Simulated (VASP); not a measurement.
OSZICAR of a VASP run on Ni:

### OSZICAR
```
       N       E                     dE             d eps       ncg     rms          rms(c)
DAV:   1    -0.583315812195E+02   -0.58332E+02   -0.18513E-03  4088   0.943E-01    0.314E-01
DAV:   2    -0.583569653701E+02   -0.25384E-01   -0.10325E-01  3440   0.800E+00    0.256E+00
DAV:   3    -0.583302539243E+02    0.26711E-01   -0.75639E-02  3320   0.672E+00    0.905E-02
DAV:   4    -0.583310414846E+02   -0.78756E-03   -0.76140E-04  3176   0.384E-01    0.341E-02
DAV:   5    -0.583310473525E+02   -0.58679E-05   -0.10564E-04  2952   0.200E-01    0.219E-02
DAV:   6    -0.583310280394E+02    0.19313E-04   -0.21593E-05  2784   0.950E-02    0.105E-02
DAV:   7    -0.583310276056E+02    0.43383E-06   -0.29131E-06  2104   0.229E-02
   1 F= -.58331028E+02 E0= -.58331666E+02  d E =0.191503E-02  mag=     3.8759
```

Q: Which electronic solver shows in the log?

A: It is blocked Davidson (ALGO = Normal, or the opening steps of other solvers). The INCAR had ALGO = Normal.

Q: How was spin treated?

A: Collinear spin (ISPIN = 2): the summary line carries one mag value, 3.88 μB in the cell.

Q: Can the final energy be trusted as converged?

A: Self-consistency was reached. It stopped with EDIFF = 1E-6, NELM = 100 (r2SCAN meta-GGA, plane waves, VASP's PBE PAW potentials (set 64)).

The cell is a thin slab with vacuum, built from Ni (fcc): (111) face.
